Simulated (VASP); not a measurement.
A run of VASP 6.6.1 is set up as follows.

Contents of INCAR:

```
  PREC = Accurate
  ENCUT = 520
  EDIFF = 1E-7
  ISMEAR = 0
  SIGMA = 0.05
  LREAL = False
  LASPH = True
  NELM = 100
  ALGO = Normal
  ISIF = 2
  LWAVE = False
  LCHARG = False
  ISPIN = 2
  MAGMOM = 6 0
  LORBIT = 11
  NUPDOWN = 0
  LMAXMIX = 6
  LDAU = True
  LDAUTYPE = 2
  LDAUL = 3 -1
  LDAUU = 3 0
  LDAUJ = 0 0
  LDAUPRINT = 1
  GGA = PS
  NBANDS = 24
```

File KPOINTS:

```
Automatic mesh
0
Gamma
  7 7 7
```

The input POSCAR:

```
TbO
1.0
    2.7838380500      0.0000000000      0.0000000000
    0.0000000000      2.7838380500      0.0000000000
    0.0000000000      0.0000000000      2.7838380500
Tb O
1 1
Direct
    0.0000000000      0.0000000000      0.0000000000
    0.5000000000      0.5000000000      0.5000000000
```

Potentials or basis: VASP PAW PBE potentials, release 64 (Tb, O).

Run with:

```sh
$ cat potpaw_PBE.64/Tb/POTCAR potpaw_PBE.64/O/POTCAR > POTCAR
$ mpirun -np 1 vasp_std > vasp.out
```

(1) Estimate the pressure.

Results:

(1) 37.8 GPa.

Caveat: the magnetic or orbital state may not be the lowest; the moment is held away from its start; a pressure of tens of GPa on the cell as given is suspect, and the run, the potentials or the cell itself is likely at fault; the PAW data sets were made with another functional, which shifts forces and pressure a little; the total moment is fixed, so each spin has its own Fermi level.
